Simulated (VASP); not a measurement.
# NaSb2Au (P-3m1) in VASP: notebook, part 2 of 2

VASP 6.6.1.

### 3 Band structure, LDA

Contents of POSCAR:

```
NaSb2Au
1.0
    4.3573000000      0.0000000000      0.0000000000
   -2.1786500000      3.7735400000      0.0000000000
    0.0000000000      0.0000000000      6.8184700000
Na Sb Au
1 2 1
Direct
    0.0000000000      0.0000000000      0.5000000000
    0.6666700000      0.3333300000      0.8163200000
    0.3333300000      0.6666700000      0.1836800000
    0.0000000000      0.0000000000      0.0000000000
```

Contents of INCAR.step1:

```
PREC = Accurate
ENCUT = 520
EDIFF = 1E-6
ISMEAR = -1
SIGMA = 0.02
LREAL = On
LASPH = T
NELM = 80
ALGO = Fast
ISIF = 2
LWAVE = F
LCHARG = T
LMAXMIX = 4
GGA = CA
NBANDS = 16
```

Contents of KPOINTS.step1:

```
regular mesh
0
Gamma
  5 5 3
```

Contents of INCAR.step2:

```
PREC = Accurate
ENCUT = 520
EDIFF = 1E-6
ISMEAR = 0
SIGMA = 0.05
LREAL = On
LASPH = T
NELM = 80
ALGO = Fast
ISIF = 2
LWAVE = F
LCHARG = F
LMAXMIX = 4
GGA = CA
NBANDS = 16
ICHARG = 11
```

Contents of KPOINTS.step2:

```
path GMKGALHA,LM,KH
15
line-mode
reciprocal
 0.0000000000  0.0000000000  0.0000000000  G
 0.5000000000  0.0000000000  0.0000000000  M

 0.5000000000  0.0000000000  0.0000000000  M
 0.3333333333  0.3333333333  0.0000000000  K

 0.3333333333  0.3333333333  0.0000000000  K
 0.0000000000  0.0000000000  0.0000000000  G

 0.0000000000  0.0000000000  0.0000000000  G
 0.0000000000  0.0000000000  0.5000000000  A

 0.0000000000  0.0000000000  0.5000000000  A
 0.5000000000  0.0000000000  0.5000000000  L

 0.5000000000  0.0000000000  0.5000000000  L
 0.3333333333  0.3333333333  0.5000000000  H

 0.3333333333  0.3333333333  0.5000000000  H
 0.0000000000  0.0000000000  0.5000000000  A

 0.5000000000  0.0000000000  0.5000000000  L
 0.5000000000  0.0000000000  0.0000000000  M

 0.3333333333  0.3333333333  0.0000000000  K
 0.3333333333  0.3333333333  0.5000000000  H
```

Potentials or basis: VASP PAW LDA potentials, release 64 (Na_pv, Sb, Au).

Started as:

```
> cat potpaw_LDA.64/Na_pv/POTCAR potpaw_LDA.64/Sb/POTCAR potpaw_LDA.64/Au/POTCAR > POTCAR
> cp INCAR.step1 INCAR
> cp KPOINTS.step1 KPOINTS
> mpirun -np 1 vasp_std > vasp.out
> cp INCAR.step2 INCAR
> cp KPOINTS.step2 KPOINTS
> mpirun -np 1 vasp_std > vasp.out
```

OUTCAR:

```text
PREC = Accurate
   ENCUT = 520
   EDIFF = 1E-6
   ISMEAR = 0
   LREAL = On
   LASPH = T
   NELM = 80
   ISIF = 2
   GGA = CA
   ICHARG = 11

 ion  position               nearest neighbor table
   1  0.000  0.000  0.500-
   2  0.667  0.333  0.816-   4 2.81   4 2.81   4 2.81   3 3.55   3 3.55   3 3.55
   3  0.333  0.667  0.184-   4 2.81   4 2.81   4 2.81   2 3.55   2 3.55   2 3.55
   4  0.000  0.000  0.000-   2 2.81   3 2.81   2 2.81   3 2.81   2 2.81   3 2.81

  LATTYP: Found a hexagonal cell.
 ALAT       =     4.3573000000
 C/A-ratio  =     1.5648383173

  Lattice vectors:

 A1 = (   4.3573000000,   0.0000000000,   0.0000000000)
 A2 = (  -2.1786500000,   3.7735400000,   0.0000000000)
 A3 = (   0.0000000000,   0.0000000000,   6.8184700000)

Analysis of symmetry for initial positions (statically):
=====================================================================
 Subroutine PRICEL returns:
 Original cell was already a primitive cell.

 Routine SETGRP: Setting up the symmetry group for a
 hexagonal supercell.

[... 164 lines left out ...]
 E-fermi :   5.1780     XC(G=0):  -9.3376

 val. band max:        5.1652923834   @ k =   0.3333   0.3333   0.0357
 cond. band min:       5.1841613313   @ k =   0.1667   0.1667   0.0000
 fundamental gap:      0.0188689479
 Fermi energy:         5.1779502986

 k-point     1 :       0.0000    0.0000    0.0000
  band No.  band energies     occupation
      1     -19.4834      2.00000
      2     -19.4834      2.00000
      3     -19.4620      2.00000
      4      -6.6706      2.00000
      5      -3.8868      2.00000
      6      -0.2119      2.00000
[... 433 lines left out ...]
      3     -19.4607      2.00000
      4      -4.6741      2.00000
      5      -4.5303      2.00000
      6      -1.1062      2.00000
[... 8 lines left out ...]
     15       5.3543      0.00000
     16       5.4810      0.00000

 [... further k-points ...]

------------------------ aborting loop because EDIFF is reached ----------------------------------------

  FORCE on cell =-STRESS in cart. coord.  units (eV):
  Direction    XX          YY          ZZ          XY          YZ          ZX
  --------------------------------------------------------------------------------------
  -------------------------------------------------------------------------------------
  Total       -8.3918408     -9.3987152      7.5868245     -0.8719481     -0.6993528      1.2113126
  in kB     -119.9263085   -134.3153714    108.4219624    -12.4608559     -9.9943272     17.3106531
  external PRESSURE =     -48.6065725 kB  Pullay stress =       0.0000000 kB

 VOLUME and BASIS-vectors are now :
 -----------------------------------------------------------------------------
  energy-cutoff  :      520.00
  volume of cell :      112.11
      direct lattice vectors                 reciprocal lattice vectors
     4.357300000  0.000000000  0.000000000     0.229499920  0.132501577  0.000000000
    -2.178650000  3.773540000  0.000000000     0.000000000  0.265003154  0.000000000
     0.000000000  0.000000000  6.818470000     0.000000000  0.000000000  0.146660468

 POSITION                                       TOTAL-FORCE (eV/Angst)
 -----------------------------------------------------------------------------------
      0.00000      0.00000      3.40923         0.000000      0.000000      0.000000
      2.17867      1.25783      5.56605        -0.442928      0.255725      0.958312
     -0.00002      2.51571      1.25242         0.442928     -0.255725     -0.958312
      0.00000      0.00000      0.00000         0.000000      0.000000      0.000000
 -----------------------------------------------------------------------------------
    total drift:                               -0.000000      0.000000      0.000000

  FREE ENERGIE OF THE ION-ELECTRON SYSTEM (eV)
  ---------------------------------------------------
  free  energy   TOTEN  =       -13.4624398460 eV

  energy  without entropy=      -13.4595367236  energy(sigma->0) =      -13.46098828
```

Wall time 4 min (1 thread of Intel Xeon 6975P-C (Granite Rapids), shared host); peak memory 0.26 GiB.

These settings aren't checked as converged: the numbers below hold their error.

What came out:

* Band gap along the path: none (metal or under the smearing width)

Caveat: the log is that of the step along the path at fixed density, whose energy, stress, charges and moments have no meaning; spin-orbit coupling is left out, which moves the levels of the heavy elements.
